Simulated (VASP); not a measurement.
Consider the following.

```
CELL_PARAMETERS angstrom
      1.95278    -3.38231     0.00000
      1.95278     3.38231     0.00000
      0.00000     0.00000     6.07237
ATOMIC_POSITIONS crystal
  La 0.33333 0.66667 0.24610
  La 0.66667 0.33333 0.75390
  O  0.00000 0.00000 0.00000
  O  0.33333 0.66667 0.64583
  O  0.66667 0.33333 0.35417
```

Level of theory: AM05 GGA, VASP's PBE PAW potentials (set 64) (plane waves; VASP). Settings: 520 eV cut-off, Gaussian smearing of 0.050 eV, potentials La O.

Estimate the band gap (along the path) with the smallest direct gap where there is one.

```yaml
band gap (along the path): 3.86 eV
smallest direct gap (along the path): 3.95 eV
```

Only differences to runs with the same potentials and settings are physical.

The compound is La2O3 in the a-type structure. It was relaxed first.
